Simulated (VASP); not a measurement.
Pt:

```
CELL_PARAMETERS angstrom
0.00000 1.96090 1.96090
1.96090 0.00000 1.96090
1.96090 1.96090 0.00000
ATOMIC_POSITIONS crystal
Pt 0.00000 0.00000 0.00000
```

- Program: VASP 6.6.1
- Task: relaxation of cell and atoms
- Functional: PBE
- Potentials or basis: VASP PAW PBE potentials, release 64 (Pt)
- Cutoff: 520 eV
- k mesh: 4 × 4 × 4
- Occupations: gaussian, width 0.1 eV
- Spin: no spin polarisation

At the start: pressure 7.7 GPa; volume 15.08 Å³/atom.

Question: How do energy, volume and symmetry change on relaxing?

Answer: Over 4 steps the energy falls by 9.6 meV/atom and the volume is 15.49 Å³/atom (+2.8 %); space group Fm-3m (No. 225, to 0.05 Å).

The path:
```tsv
step	energy change (eV)	largest force (eV/Å)	pressure (GPa)	volume (Å³)
1	0.0000	0.0000	7.66	15.08
2	0.0572	0.0000	-16.24	16.71
3	-0.0096	0.0000	-0.22	15.51
4	-0.0096	0.0000	-0.02	15.49
```

Final structure:
```xyz
1
Lattice="0.0000 1.9787 1.9787 1.9787 0.0000 1.9787 1.9787 1.9787 0.0000" Properties=species:S:1:pos:R:3 pbc="T T T"
Pt    0.0000    0.0000    0.0000
```

Caveat: the k mesh is coarse (spacing up to 0.69 Å⁻¹), so the values aren't converged.
